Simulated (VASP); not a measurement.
Energy against volume of Re (hcp). Method: PW91 GGA, VASP's PBE PAW potentials (set 64) (plane waves; VASP). Numerical set-up: 520 eV cut-off, 15×15×8 Γ-centred mesh, first-order Methfessel-Paxton smearing of 0.10 eV, potentials Re.

Shape and ions are relaxed at each volume.

```
V (Å³/atom)  E (eV/atom)
-----------  -----------
14.609         -12.32081
15.061         -12.33754
15.513         -12.32299
15.965         -12.28203
```

**Question.** Fit these four points and predict the energy of the run at 14.157 Å³/atom.

**Answer.** A cubic in V^(−2/3), the third-order Birch-Murnaghan form, passes through the four points with V0 = 15.06 Å³/atom and B0 = 368 GPa, and gives -12.2671 eV/atom there. The run gave -12.2671 eV/atom, -0.1 meV/atom from the fit; all five points give B0 = 368 GPa.

The compound is Re in the hcp structure. It was relaxed first.
